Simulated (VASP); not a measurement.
An input for Quantum ESPRESSO's pw.x (written as the equivalent of a VASP run, and not itself run):

```
&CONTROL
  calculation = 'vc-relax'
  pseudo_dir = './pseudo'
  outdir = './out'
  tprnfor = .true.
  tstress = .true.
  nstep = 60
  forc_conv_thr = 0.00078
/
&SYSTEM
  ibrav = 0
  nat = 5
  ntyp = 3
  ecutwfc = 86
  occupations = 'smearing'
  smearing = 'gaussian'
  degauss = 0.003675
  input_dft = 'pz'
/
&ELECTRONS
  conv_thr = 7.3e-08
  electron_maxstep = 100
/
&IONS
/
&CELL
/
ATOMIC_SPECIES
  Ag 107.868 Ag.upf
  S 32.060 S.upf
  I 126.904 I.upf
CELL_PARAMETERS angstrom
     4.7992318    0.0000000   -0.0000000
     0.0000000    4.7992318    0.0000000
     0.0000000   -0.0000000    4.7992318
ATOMIC_POSITIONS crystal
  Ag   0.5000000  0.5000000  0.0000000
  Ag   0.0000000  0.5000000  0.5000000
  Ag   0.5000000  0.0000000  0.5000000
  S    0.5000000  0.5000000  0.5000000
  I    0.0000000  0.0000000  0.0000000
K_POINTS automatic
  4 4 4 0 0 0
```

Q: Translate this input to VASP (INCAR, KPOINTS, POSCAR, choice of POTCAR).

A: Several could match; the one computed here: 
KPOINTS:
```
Automatic mesh
0
Gamma
4 4 4
0 0 0
```

File POSCAR:
```
Ag3SI
1.0
  4.7992318236   0.0000000000   0.0000000000
  0.0000000000   4.7992318236   0.0000000000
  0.0000000000   0.0000000000   4.7992318236
Ag S I
3 1 1
Cartesian
  2.3996159118   2.3996159118   0.0000000000
  0.0000000000   2.3996159118   2.3996159118
  2.3996159118   0.0000000000   2.3996159118
  2.3996159118   2.3996159118   2.3996159118
  0.0000000000   0.0000000000   0.0000000000
```

**INCAR**
```
# general
SYSTEM   =  Ag3SI
PREC     =  Accurate
ENCUT    =  400   # plane-wave cut-off (eV)
LREAL    =  F   # projection in real space or not
LASPH    =  T   # aspherical one-centre terms

# electronic loop
EDIFF    =  1E-6   # SCF stop (eV)
NELM     =  100
ALGO     =  Normal
LMAXMIX  =  4

# smearing
ISMEAR   =  0   # Gaussian
SIGMA    =  0.05   # width (eV)

# ions
IBRION   =  2
NSW      =  60   # most ionic steps
ISIF     =  3   # ions, shape and volume
EDIFFG   =  -0.02

# output
LWAVE    =  F
LCHARG   =  F
```

POTCAR, in this order: Ag S I (LDA.64 set). Program: vasp_std.

The two are equivalent in intent, not identical: the potentials are each code's own (VASP's PAW set, PseudoDojo norm-conserving files in pw.x), so ENCUT and ecutwfc are chosen apart and not converted; conv_thr bounds pw.x's estimated SCF error, while EDIFF bounds the energy change between steps; forc_conv_thr acts on force components and is met together with etot_conv_thr.

The structure comes from a computed database's Ag3SI entry (Pm-3m); how it stands against other phases isn't given here. It was relaxed first, which changed the volume by -12 %. The start is the result of an earlier pass.
